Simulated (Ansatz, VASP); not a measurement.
# Cross-check of TiO2 (Rutile) between VASP and Ansatz

Aim: how closely do two programs agree when they are given the same cell, functional and k mesh? The cell is taken from a series of runs on this material, whose earlier steps may have relaxed, scaled, displaced or heated it; both programs get it as it stands.

Method: plane waves, with VASP 6.6.1 beside it; relaxation of cell and atoms at PBE, in Ansatz 0.2.0.

## 1. The structure

Symmetry: P4_2/mnm, No. 136, tetragonal system. The conventional cell has a = 4.643 Å, b = 4.643 Å, c = 2.964 Å, α = 90.00°, β = 90.00°, γ = 90.00°. Nearest to Ti lie 6 O at 1.96 to 2.00 Å. Nearest to O lie 3 Ti at 1.96 to 2.00 Å. Farther neighbours and most contacts between anions are not listed.

As a file:

```cif
data_structure
_symmetry_space_group_name_H-M 'P4_2/mnm'
_symmetry_Int_Tables_number 136
_cell_length_a 4.6433
_cell_length_b 4.6433
_cell_length_c 2.9639
_cell_angle_alpha 90.000
_cell_angle_beta 90.000
_cell_angle_gamma 90.000
_cell_volume 63.90
loop_
_atom_site_label
_atom_site_type_symbol
_atom_site_symmetry_multiplicity
_atom_site_Wyckoff_symbol
_atom_site_fract_x
_atom_site_fract_y
_atom_site_fract_z
_atom_site_occupancy
Ti1 Ti 2 a 0.00000 0.00000 0.00000 1
O1 O 4 f 0.30513 0.30513 0.00000 1
```

## 2. VASP: relaxation of cell and atoms, PBE

The relaxed volume is the usual yardstick between codes: in a stiff, nearly cubic crystal its relative difference is about their pressure difference at one cell divided by the bulk modulus.

Lines of VASP's logs that name or quote its potential files are left out, and so is its time.

INCAR

```
SYSTEM = TiO2
PREC = Accurate
ENCUT = 600
EDIFF = 1E-07
NELM = 120
ISMEAR = 0
SIGMA = 0.01
LREAL = .FALSE.
ALGO = Normal
GGA = PE
NBANDS = 30
LASPH = .TRUE.
LORBIT = 11
LWAVE = .FALSE.
LCHARG = .FALSE.
ISIF = 3
IBRION = 2
NSW = 80
EDIFFG = -0.005
GGA_COMPAT = .FALSE.
NELMIN = 4
EFERMI = MIDGAP
KPAR = 2
```

POSCAR

```
TiO2
1.0
    4.6432560000      0.0000000000      0.0000000000
    0.0000000000      4.6432560000      0.0000000000
    0.0000000000      0.0000000000      2.9639030000
Ti O
2 4
Direct
    0.0000000000      0.0000000000      0.0000000000
    0.5000000000      0.5000000000      0.5000000000
    0.3051283410      0.3051283410      0.0000000000
    0.1948716590      0.8051283410      0.5000000000
    0.6948716590      0.6948716590      0.0000000000
    0.8051283410      0.1948716590      0.5000000000
```

KPOINTS

```
Automatic mesh
0
Gamma
6 6 8
0 0 0
```

PAW data sets: Ti_sv and O (PBE family, release 64).

On the command line:

```sh
mpirun -np 2 vasp_std
```

Numbers of over 12 decimals in the logs are rounded to 6 here.

Log:

```text
[banner, memory and clock lines left out]
running    2 mpi-ranks, on    1 nodes
 distrk:  each k-point on    1 cores,    2 groups
 distr:  one band on    1 cores,    1 groups

 POSCAR found type information on POSCAR TiO
 POSCAR found :  2 types and       6 ions
 LDA part: xc-table for (Slater+PW92), standard interpolation
 POSCAR, INCAR and KPOINTS ok, starting setup
 FFT: planning ... GRIDC
 FFT: planning ... GRID_SOFT
 FFT: planning ... GRID
 WAVECAR not read
 entering main loop
       N       E                     dE             d eps       ncg     rms          rms(c)
DAV:   1     0.707975746442E+03    0.70798E+03   -0.26845E+04  3000   0.208E+03
DAV:   2     0.546552702164E+02   -0.65332E+03   -0.62233E+03  3144   0.585E+02
DAV:   3    -0.657380232309E+02   -0.12039E+03   -0.11692E+03  4438   0.216E+02
DAV:   4    -0.711072300402E+02   -0.53692E+01   -0.53615E+01  4216   0.478E+01
DAV:   5    -0.713188584831E+02   -0.21163E+00   -0.21157E+00  4142   0.778E+00    0.308E+01
DAV:   6    -0.543118781793E+02    0.17007E+02   -0.10506E+02  3684   0.966E+01    0.120E+01
DAV:   7    -0.539599378497E+02    0.35194E+00   -0.16538E+01  3588   0.339E+01    0.809E+00
DAV:   8    -0.537205443349E+02    0.23939E+00   -0.29456E+00  3548   0.166E+01    0.340E+00
DAV:   9    -0.536804774627E+02    0.40067E-01   -0.53687E-01  4442   0.603E+00    0.116E+00
DAV:  10    -0.536869638681E+02   -0.64864E-02   -0.63997E-02  3530   0.218E+00    0.400E-01
DAV:  11    -0.536845686275E+02    0.23952E-02   -0.15866E-02  4146   0.841E-01    0.862E-02
DAV:  12    -0.536845787366E+02   -0.10109E-04   -0.18891E-03  3574   0.419E-01    0.706E-02
DAV:  13    -0.536845195910E+02    0.59146E-04   -0.37000E-04  3630   0.180E-01    0.111E-02
DAV:  14    -0.536845232102E+02   -0.36192E-05   -0.18396E-05  3730   0.335E-02    0.107E-02
DAV:  15    -0.536845216007E+02    0.16095E-05   -0.93394E-06  3756   0.253E-02    0.146E-03
DAV:  16    -0.536845216683E+02   -0.67564E-07   -0.72353E-07  3270   0.817E-03
   1 F= -.53684522E+02 E0= -.53684522E+02  d E =-.536845E+02
[...]
2 F= -.53684390E+02 E0= -.53684390E+02  d E =0.131428E-03
[...]
3 F= -.53684729E+02 E0= -.53684729E+02  d E =-.207735E-03
 curvature:  -0.22 expect dE=-0.338E-05 dE for cont linesearch -0.197E-08
 trial: gam= 0.01293 g(F)=  0.783E-05 g(S)=  0.745E-05 ort = 0.292E-05 (trialstep = 0.887E+00)
 search vector abs. value=  0.155E-04
 bond charge predicted
       N       E                     dE             d eps       ncg     rms          rms(c)
DAV:   1    -0.536847580488E+02   -0.28621E-04   -0.30440E-03  3006   0.450E-01    0.355E-02
DAV:   2    -0.536847451580E+02    0.12891E-04   -0.12420E-04  3456   0.105E-01    0.198E-02
DAV:   3    -0.536847388072E+02    0.63507E-05   -0.26200E-05  3638   0.332E-02    0.920E-03
DAV:   4    -0.536847377706E+02    0.10366E-05   -0.74608E-06  4578   0.239E-02    0.496E-03
DAV:   5    -0.536847379867E+02   -0.21604E-06   -0.99805E-07  3660   0.893E-03    0.246E-03
DAV:   6    -0.536847382308E+02   -0.24418E-06   -0.21969E-07  2348   0.334E-03    0.830E-04
DAV:   7    -0.536847382651E+02   -0.34296E-07   -0.65183E-08  1538   0.211E-03
   4 F= -.53684738E+02 E0= -.53684738E+02  d E =-.886222E-05
 trial-energy change:   -0.000009  1 .order   -0.000009   -0.000014   -0.000005
 step:   1.3550(harm=  1.3550)  dis= 0.00031  next Energy=   -53.684740 (dE=-0.104E-04)
 reached required accuracy - stopping structural energy minimisation
```

OUTCAR, selected parts (step 2):

```text
ion  position               nearest neighbor table
   1  0.000  0.000  0.000-   4 1.96   6 1.96   4 1.96   6 1.96   5 2.00   3 2.00
   2  0.500  0.500  0.500-   3 1.96   5 1.96   3 1.96   5 1.96   4 2.00   6 2.00
   3  0.305  0.305  0.000-   2 1.96   2 1.96   1 2.00
   4  0.195  0.805  0.500-   1 1.96   1 1.96   2 2.00
   5  0.695  0.695  0.000-   2 1.96   2 1.96   1 2.00
   6  0.805  0.195  0.500-   1 1.96   1 1.96   2 2.00

  LATTYP: Found a simple tetragonal cell.
 ALAT       =     4.6432560000
 C/A-ratio  =     0.6383242707

 Subroutine GETGRP returns: Found 16 space group operations
 (whereof  8 operations were pure point group operations)

The static configuration has the point symmetry D_2h.
 The point group associated with its full space group is D_4h.

 Found     50 irreducible k-points:

   k-points           NKPTS =     50   k-points in BZ     NKDIM =     50   number of bands    NBANDS=     30

   dimension x,y,z NGX =    40 NGY =   40 NGZ =   24
   dimension x,y,z NGXF=    80 NGYF=   80 NGZF=   48

   ENCUT  =  600.0 eV  44.10 Ry    6.64 a.u.   9.27  9.27  5.92*2*pi/ulx,y,z

   NELECT =      48.0000    total number of electrons

 k-points in reciprocal lattice and weights: Automatic mesh
   0.00000000  0.00000000  0.00000000       0.003
   0.16666667  0.00000000  0.00000000       0.014
   0.33333333  0.00000000  0.00000000       0.014
   0.50000000  0.00000000  0.00000000       0.007
   0.16666667  0.16666667  0.00000000       0.014
   0.33333333  0.16666667  0.00000000       0.028
   0.50000000  0.16666667  0.00000000       0.014
   0.33333333  0.33333333  0.00000000       0.014
   0.50000000  0.33333333  0.00000000       0.014
[...]
0.50000000  0.33333333  0.50000000       0.014
   0.50000000  0.50000000  0.50000000       0.003

 average (electrostatic) potential at core
       1 -76.5598       2 -76.5598       3 -69.5476       4 -69.5476       5 -69.5476
       6 -69.5476

 E-fermi :   5.4762

 k-point     1 :       0.0000    0.0000    0.0000
  band No.  band energies     occupation
    ...
     20       2.6694      2.00000
     21       3.8930      2.00000
     22       4.1298      2.00000
     23       4.1298      2.00000
     24       4.5638      2.00000
     25       6.3887      0.00000
     26       6.6710      0.00000
     27       6.9380      0.00000
     28       7.0161      0.00000
     29       7.0161      0.00000
    ...

 k-point     2 :       0.1667    0.0000    0.0000
  band No.  band energies     occupation
    ...
     20       2.6855      2.00000
     21       3.6473      2.00000
     22       3.7268      2.00000
     23       3.9184      2.00000
     24       4.4722      2.00000
     25       6.5345      0.00000
     26       6.8589      0.00000
     27       7.1175      0.00000
     28       7.1285      0.00000
     29       7.1573      0.00000
    ...

 k-point     3 :       0.3333    0.0000    0.0000
  band No.  band energies     occupation
    ...
     20       2.6186      2.00000
     21       2.7757      2.00000
     22       3.3617      2.00000
     23       3.7105      2.00000
     24       4.1835      2.00000
     25       6.8160      0.00000
     26       7.0636      0.00000
     27       7.3440      0.00000
     28       7.4110      0.00000
     29       7.5517      0.00000
    ...

  Total       -0.0080969     -0.0080969      0.0036525      0.0000000      0.0000000      0.0000000
  in kB       -0.2026756     -0.2026756      0.0914265      0.0000000      0.0000000      0.0000000
  external PRESSURE =      -0.1046416 kB  Pullay stress =       0.0000000 kB

  energy-cutoff  :      600.00
  volume of cell :       64.01
      direct lattice vectors                 reciprocal lattice vectors
     4.644830068  0.000000000  0.000000000     0.215293129  0.000000000  0.000000000
    -0.000000000  4.644830068  0.000000000    -0.000000000  0.215293129  0.000000000
     0.000000000  0.000000000  2.966790679     0.000000000  0.000000000  0.337064562

 POSITION                                       TOTAL-FORCE (eV/Angst)
 -----------------------------------------------------------------------------------
     -0.00000      4.64483      2.96679         0.000000     -0.000000      0.000000
      2.32242      2.32242      1.48340         0.000000     -0.000000      0.000000
      1.41666      1.41666      2.96679        -0.001353     -0.001353     -0.000000
      0.90575      3.73908      1.48340         0.001353     -0.001353     -0.000000
      3.22817      3.22817      0.00000         0.001353      0.001353      0.000000
      3.73908      0.90575      1.48340        -0.001353      0.001353      0.000000
 -----------------------------------------------------------------------------------
    total drift:                               -0.000000      0.000000     -0.000000

  FREE ENERGIE OF THE ION-ELECTRON SYSTEM (eV)
  ---------------------------------------------------
  free  energy   TOTEN  =       -53.6847382651 eV

  energy  without entropy=      -53.6847382651  energy(sigma->0) =      -53.68473827

 reached required accuracy - stopping structural energy minimisation

 total charge
# of ion       s       p       d       tot
------------------------------------------
    1        2.216   6.286   1.692  10.193
    2        2.216   6.286   1.692  10.193
    3        1.568   3.491   0.000   5.059
    4        1.568   3.491   0.000   5.059
    5        1.568   3.491   0.000   5.059
    6        1.568   3.491   0.000   5.059
--------------------------------------------------
tot         10.703  26.536   3.385  40.623

[... 3 further parts left out ...]
```

CONTCAR:

```
TiO2
   1.00000000000000
     4.6448300682389085    0.0000000000000000    0.0000000000000000
    -0.0000000000000000    4.6448300682389085    0.0000000000000000
     0.0000000000000000    0.0000000000000000    2.9667906792308743
  Ti              O
     2     4
Direct
     0.0000000000000000    1.0000000000000000    1.0000000000000000
     0.5000000000000000    0.5000000000000000    0.5000000000000000
     0.3049982272738465    0.3049982272738465    1.0000000000000000
     0.1950017727261536    0.8049982272738464    0.5000000000000000
     0.6950017727261536    0.6950017727261536    0.0000000000000000
     0.8049982272738464    0.1950017727261536    0.5000000000000000
```

This run has no spin polarisation, so a moment on Ti, if there is one, isn't seen.

## 3. Ansatz: relaxation of cell and atoms, PBE

Ansatz runs on its default PAW (the set named soft_2) files.

The same cell, functional and mesh now go to Ansatz, which takes its cutoff from its data sets.

input.yaml

```yaml
crystal:
  lattice:
    - [4.6432563337, 0.0, 0.0]
    - [0.0, 4.6432563337, 0.0]
    - [0.0, 0.0, 2.9639030974]
  atoms:
    - { symbol: Ti, position: [0.0, 0.0, 0.0] }
    - { symbol: Ti, position: [0.5, 0.5, 0.5] }
    - { symbol: O, position: [0.3051283174, 0.3051283174, 0.0] }
    - { symbol: O, position: [0.1948716826, 0.8051283174, 0.5] }
    - { symbol: O, position: [0.6948716826, 0.6948716826, 0.0] }
    - { symbol: O, position: [0.8051283174, 0.1948716826, 0.5] }
kpoints:
  mp_grid: { grid: [6, 6, 8] }
hamiltonian:
  xc: pbe
scf:
  occupations: { method: fixed }
output:
  forces: true
  stress: true
  eigenvalues: true
relax:
  adjacent_minimum: "off"
  f_tol: 0.001
  max_steps: 60
  cell: { stress_tol: 0.01 }
```

On the command line:

```sh
ansatz run input.yaml --threads 4 --pin off --max-ram 8192MiB --backend cpu --events-out ev --progress --plain --runs-dir out
```

Log:

```text
Engine: ansatz 0.2.0, x86_64-unknown-linux-gnu
Pseudopotentials: kind: paw
Pseudopotential: Ti, paw, valence charge 12, recommended cutoff 420 eV (normal), Ti.paw.azcp
Pseudopotential: O, paw, valence charge 6, recommended cutoff 420 eV (normal), O.paw.azcp
Functional definition: PBE
  parameter kappa = 0.804
  parameter beta = 0.066725
  exchange = pbe_x(kappa = kappa, mu = beta*pi^2/3)
  correlation = pbe_c(beta = beta)
Crystal: 6 atoms, lattice volume = 63.901 Å³
Basis set: ecut = 420 eV, 1241 PW (Γ), exchange–correlation on 64×64×40 points (8 copies of the dense FFT grid, shifted against one another)
Bands: 30, of which v1, the nominal top of the filled ones, is band 24 counted from 1 (23 counted from 0)
Symmetry: 16 space group operations
Space group: P42/mnm (ITA 136), of the structure as read, at distance tolerance 4.0e-5 Å
k-points: 50 of 288
Non-local potential: Ti, projectors of the file, l = 0: 3, l = 1: 2, l = 2: 3, l = 3: 1
Non-local potential: O, projectors of the file, l = 0: 2, l = 1: 2, l = 2: 1
PAW form: soft (Blöchl's): semilocal exchange-correlation on the pseudo side does not see the compensation charge
PAW one-centre angular grid: Ti, 590 points (default); XC on 64 Gauss nodes
PAW one-centre angular grid: O, 110 points (default); XC on 64 Gauss nodes
Initial density: superposition of atomic densities (neutral atoms: chi_scale 0, normalization atom), corrected by the library's trained network
Initial wavefunctions: pseudopotential atomic-orbital guess
Functional: x = pbe(κ = 0.804, μ = 0.219515), c = pbe(β = 0.066725)
SCF iter   1: F=—  HF=-7277.304070 eV  |F-HF|=—  |Δ(HF+E_count)|=         —  Δρ=2.27e-3  dr2=2.15e-3  ethr=1.77e-3  ⟨swp⟩=3.7  Hψ=5575  notcnv=0  defer=115
preconditioner: auto → Resta (q_TF=auto, 2.601 Å⁻¹)  ε∞=9.0  [insulator: Δε(μ)=1.837 eV  Ē_g=9.290 eV  n_scr=18 (ndim 8)  ℏωp=26.3 eV  f_vac=0.021  ε∞_Penn≈9.0]
SCF iter   2: F=—  HF=-7277.304743 eV  |F-HF|=—  |Δ(HF+E_count)|=   6.73e-4  Δρ=1.38e-3  dr2=6.73e-4  ethr=4.48e-6  ⟨swp⟩=2.6  Hψ=2928  notcnv=0  defer=200
SCF iter   3: F=—  HF=-7277.304942 eV  |F-HF|=—  |Δ(HF+E_count)|=   1.99e-4  Δρ=6.74e-4  dr2=1.51e-4  ethr=1.40e-6  ⟨swp⟩=2.0  Hψ=2119  notcnv=0  defer=200
SCF iter   4: F=—  HF=-7277.305101 eV  |F-HF|=—  |Δ(HF+E_count)|=   1.59e-4  Δρ=2.75e-4  dr2=3.01e-5  ethr=3.15e-7  ⟨swp⟩=2.8  Hψ=2178  notcnv=0  defer=88
SCF iter   5: F=—  HF=-7277.305163 eV  |F-HF|=—  |Δ(HF+E_count)|=   6.20e-5  Δρ=5.84e-5  dr2=2.03e-6  ethr=6.27e-8  ⟨swp⟩=2.1  Hψ=2135  notcnv=0  defer=78
SCF iter   6: F=-7277.305164 eV  HF=-7277.305164 eV  |F-HF|=2.20e-8  |Δ(HF+E_count)|=   1.20e-6  Δρ=8.01e-6  dr2=6.17e-8  ethr=2.08e-10  ⟨swp⟩=7.9  Hψ=7539  notcnv=0
SCF 1 converged in 6 iterations: F = -7277.305164 eV  dr2 = 6.17e-8
  greatest PAW one-centre occupation: 0.999 electrons in one spin orbital (limit 2), on the Ti atom at site 1 (counted from 0), in its partial waves of l = 0
relax step   1: F+E_penalty+E_count = -7277.30516412 eV  Δ(F+E_penalty+E_count) = +0.000e0 eV  max|allowed force component| = 5.010e-5 eV/Å  Δτ_max = 0.0000 Å  P = +0.011 GPa  Ω = 63.901 Å³  (6 SCF iters, dr2 threshold 1.00e-7 eV, accepted)
[...]
relax step   2: F+E_penalty+E_count = -7277.30515211 eV  Δ(F+E_penalty+E_count) = +1.201e-5 eV  max|allowed force component| = 4.085e-4 eV/Å  Δτ_max = 0.0000 Å  P = +0.003 GPa  Ω = 63.904 Å³  energy of the carried Pulay correction = -1.224e-5 eV  (5 SCF iters, dr2 threshold 6.78e-10 eV, accepted)
[...]
relax step   3: F+E_penalty+E_count = -7277.30515211 eV  Δ(F+E_penalty+E_count) = -1.146e-10 eV  max|allowed force component| = 4.041e-4 eV/Å  Δτ_max = 0.0000 Å  P = +0.004 GPa  Ω = 63.904 Å³  stress off target by 4.03e-3 GPa  SCF on the basis re-selected at this cell (its energy is not comparable with the rows above)  (7 SCF iters)
basis re-selected at this cell: Δ(F+E_penalty+E_count) = -1.146e-10 eV, ΔP = +0.000 GPa vs the last step (what re-selecting the basis moved, of the pressure what is left beyond the Pulay correction that the steps carried, after the strain that the cell walked since its last selection, with what the two solves' SCF thresholds leave and, on support functions, any second-order correction that the steps lacked; it is no  [...]
SCF converged after 7 iterations
Free energy (F): -7277.305152 eV
Harris-Foulkes:  -7277.305152 eV  (|F-HF|=0.00e0)
Internal energy: -7277.305152 eV  (E = F + TS)
E sigma→0 (E₀):  -7277.305152 eV
Fermi energy:    8.760844 eV
--- Per-component energies (eV) ---
  E_band       = -406.891606
  E_kinetic    = 1244.034196
  E_local      = -3130.491144  (includes V_loc(G=0)·N_el)
  E_nonlocal   = 196.260461
  E_hartree    = 1190.722449
  E_xc         = -492.099387
  E_vxc        = -623.171375  (∫ρ·V_xc dr)
  E_paw        = -2721.452594  (= ΣΔE_a)
  E_vpaw       = -474.978880  (= ΣTr[D̂ρ^β])
  E_aug_tail   = 0.010243  (compensation charges beyond the density's cutoff)
  E_ewald      = -3564.289376
  E_smearing   = -0.000000  (= −TS)
  E_closure    = -0.000000  (closes the sum)
  Σ components = -7277.305152   (vs F -7277.305152, Δ=0.00e0)
--- Forces (eV/Å), atoms counted from 1 ---
  atom   1  Ti     0.00000000    -0.00000000     0.00000000
  atom   2  Ti     0.00000000     0.00000000     0.00000000
  atom   3  O      0.00040414     0.00040414     0.00000000
  atom   4  O     -0.00040414     0.00040414     0.00000000
  atom   5  O     -0.00040414    -0.00040414     0.00000000
  atom   6  O      0.00040414    -0.00040414     0.00000000
  max |Σ_I F_I| component: 5.53e-18 eV/Å
--- Stress (GPa, compression-positive) ---
        0.004032       0.000000       0.000000
        0.000000       0.004032       0.000000
        0.000000       0.000000       0.002498
  P = ⅓ Tr σ = 0.0035 GPa (0.035 kbar)
--- Band table (eV; the first three rows and the last of 50) ---
  k-point 0: bands = [... 20 lower, 8.0999, 8.3339, 8.3339, 8.7608, 10.6203, 10.9048, 11.1734, 11.2493, ... 2 higher]
  k-point 1: bands = [... 20 lower, 7.4831, 8.0337, 8.0337, 8.6974, 10.9791, 11.0463, 11.0677, 11.4377, ... 2 higher]
  k-point 2: bands = [... 20 lower, 7.0267, 7.3193, 7.3193, 8.3546, 10.9643, 11.2866, 11.5659, 11.8505, ... 2 higher]
  k-point 49: bands = [... 20 lower, 7.5531, 7.5531, 8.0948, 8.0948, 11.3166, 11.3166, 11.9303, 11.9303, ... 2 higher]
--- Relaxed structure (2 steps of the walk, 2 accepted, 1 SCFs on fresh bases) ---
  F+E_penalty+E_count = -7277.30515211 eV   max|allowed force component| = 4.041e-4 eV/Å   (the final SCF, on the basis selected at the relaxed cell)
  cell:  # Å, volume = 63.9039 Å³
    - [4.643409, 0.0, 0.0]
    - [0.0, 4.643409, 0.0]
    - [0.0, 0.0, 2.963833]
  atoms:
    - { symbol: Ti, position: [0, 0, 0.0] }
    - { symbol: Ti, position: [0.5, 0.5, 0.5] }
    - { symbol: O, position: [0.305125, 0.305125, 0.0] }
    - { symbol: O, position: [0.194875, 0.805125, 0.5] }
    - { symbol: O, position: [0.694875, 0.694875, 0.0] }
    - { symbol: O, position: [0.805125, 0.194875, 0.5] }
```

Reading the cycles: dr2 is the Hartree energy of the density residual (eV), the measure of convergence; HF is the Harris–Foulkes estimate of the energy, which meets the free energy F at convergence.

## 4. Comparison

Known differences besides the potentials themselves: fixed occupations in Ansatz, narrow Gaussian smearing in VASP; the cutoff is 420 eV in Ansatz and 600 eV in VASP; Ansatz adds a Pulay correction to the stress that steers its cell, VASP none. Total energies have different zeros and are not compared.

Compared:

```
                                         quantity  Ansatz   VASP  difference
                                      volume (Å³)   63.90  64.01     -0.16 %
edge a after relaxation, in the typed setting (Å)   4.643  4.645     -0.03 %
edge c after relaxation, in the typed setting (Å)   2.964  2.967     -0.10 %
```

## 5. Results

```
difference in volume (relaxation of cell and atoms, PBE) : -0.16 %
```

The difference in volume is -0.16 % (relaxation of cell and atoms, PBE), within the 1.2 % picked in this series as the mark of a large difference, as far as the stopping tolerances let one tell. Such differences can come from data sets, numerical settings and the points named under the comparisons, not from the functional's error against experiment.

[Lines on the potential files, build, host, timing and source positions are cut from VASP's logs without a mark.]

[Logs are printed without paths, hosts, clocks, repeated set-up lines and the standing remarks that a program may print on its own settings, such as how far it seeks lower states.]

[Hosts, paths, dates, database ids (printed as entryN), source tags and the programs' standing remarks are cut or masked in the printed files.]
